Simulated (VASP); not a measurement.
These are PBE GGA, VASP's PBE PAW potentials (set 64) (plane waves; VASP) values and carry that method's errors.

The input files of a VASP run:

File KPOINTS:
```
K-points
0
gamma
14 14 8
```

File POSCAR:
```
Tc
1
    1.3790380000    -2.3367110000     0.0000000000
    1.3790380000     2.3367110000     0.0000000000
    0.0000000000     0.0000000000     4.3470930000
Tc
2
Direct
  0.3333330000   0.6666670000   0.2500000000
  0.6767050000   0.3433710000   0.7500000000
```

**INCAR**
```
SYSTEM=Tc
PREC=Accurate
ISMEAR=0   # Gaussian
LMAXMIX=4   # l cut-off of mixed one-centre charges
LREAL=F   # projection in real space or not
EDIFF=1E-6
ENCUT=400   # plane-wave cut-off (eV)
ISIF=2   # forces and stress, cell fixed
NELM=100   # most electronic steps
LWAVE=F
LASPH=T   # aspherical one-centre terms
GGA=PE
ALGO=Normal   # blocked Davidson
SIGMA=0.05
NELECT=25.5
LCHARG=F
```

POTCAR, in this order: Tc_pv (PBE.64 set). Program: vasp_std.

The run wrote:

**OSZICAR**
```
       N       E                     dE             d eps       ncg     rms          rms(c)
DAV:   1     0.262874450997E+03    0.26287E+03   -0.13990E+04 17344   0.125E+03
DAV:   2    -0.224549151267E+02   -0.28533E+03   -0.28243E+03 19071   0.408E+02
DAV:   3    -0.289137205375E+02   -0.64588E+01   -0.63198E+01 20073   0.726E+01
DAV:   4    -0.289684578016E+02   -0.54737E-01   -0.54578E-01 18814   0.664E+00
DAV:   5    -0.289689747639E+02   -0.51696E-03   -0.51689E-03 18858   0.598E-01    0.247E+01
DAV:   6    -0.272647800936E+02    0.17042E+01   -0.43909E+00 18108   0.204E+01    0.665E+00
DAV:   7    -0.271171381081E+02    0.14764E+00   -0.53578E-01 19698   0.658E+00    0.890E-01
DAV:   8    -0.271073849415E+02    0.97532E-02   -0.76267E-03 19049   0.673E-01    0.192E-01
DAV:   9    -0.271072679447E+02    0.11700E-03   -0.10451E-03 17372   0.348E-01    0.161E-02
DAV:  10    -0.271072743598E+02   -0.64151E-05   -0.14676E-05 19672   0.370E-02    0.125E-02
DAV:  11    -0.271072718945E+02    0.24654E-05   -0.24622E-06 11367   0.165E-02    0.859E-04
DAV:  12    -0.271072717082E+02    0.18628E-06   -0.87663E-08  8565   0.235E-03
   1 F= -.27107272E+02 E0= -.27105321E+02  d E =-.390108E-02
```

### OUTCAR
```
------------------------ aborting loop because EDIFF is reached ----------------------------------------
  FORCE on cell =-STRESS in cart. coord.  units (eV):
  Direction    XX          YY          ZZ          XY          YZ          ZX
  --------------------------------------------------------------------------------------
  Total       -7.8295352     -7.0624803     -6.9307376     -0.1098972      0.0000000      0.0000000
  in kB     -447.7508294   -403.8849452   -396.3509269     -6.2847353      0.0000000      0.0000000
  external PRESSURE =    -415.9955672 kB  Pullay stress =       0.0000000 kB
  volume of cell :       28.02
      direct lattice vectors                 reciprocal lattice vectors
     1.379038000 -2.336711000  0.000000000     0.362571590 -0.213975969  0.000000000
     1.379038000  2.336711000  0.000000000     0.362571590  0.213975969  0.000000000
     0.000000000  0.000000000  4.347093000     0.000000000  0.000000000  0.230038787
 POSITION                                       TOTAL-FORCE (eV/Angst)
 -----------------------------------------------------------------------------------
      1.37904      0.77891      1.08677         0.073321      0.090819     -0.000000
      1.40672     -0.77891      3.26032        -0.073321     -0.090819      0.000000
 -----------------------------------------------------------------------------------
    total drift:                               -0.000043      0.000002      0.000000
  FREE ENERGIE OF THE ION-ELECTRON SYSTEM (eV)
  ---------------------------------------------------
  free  energy   TOTEN  =       -27.1072717082 eV

  energy  without entropy=      -27.1033706316  energy(sigma->0) =      -27.10532117
```
(Selected blocks of OUTCAR.)

The cell is charged, with a uniform compensating background.

The compound is Tc in the hcp structure. The cell was not relaxed at this level, atoms are displaced from their ideal sites. The run is one of a series of settings (ISMEAR = 0, NELECT = 25.5, SIGMA = 0.05 against the base run), some of them coarse on purpose.
